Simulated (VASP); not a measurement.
```xyz
2
Lattice="0.0000 2.5128 2.5128 2.5128 0.0000 2.5128 2.5128 2.5128 0.0000" Properties=species:S:1:pos:R:3 pbc="T T T"
W      0.0000     0.0000     0.0000
Si     2.5128     2.5128     2.5128
```

Method: PBE GGA, VASP's PBE PAW potentials (set 64) (plane waves; VASP). Run with 400 eV cut-off, 11×11×11 Γ-centred mesh, first-order Methfessel-Paxton smearing of 0.10 eV, potentials W_sv Si.

Unless said otherwise, spin-orbit coupling is left out, though it shifts the bands of the heavy elements here.

Problem. What does the run give for the energy per atom (σ→0), band gap (on the k-mesh) with the smallest direct gap where there is one?

Solution. 
The band gap (on the k-mesh) is none (metal, semimetal or under 0.01 eV) and the energy per atom (σ→0) is -8.609 eV/atom.

The absolute energy has meaning only against runs of the same code, potentials and settings.

The structure was generated: WSi was put into the rock salt type (Fm-3m), which need not be its known phase. It was relaxed first, which changed the volume by -38 %. The start is the result of an earlier pass.
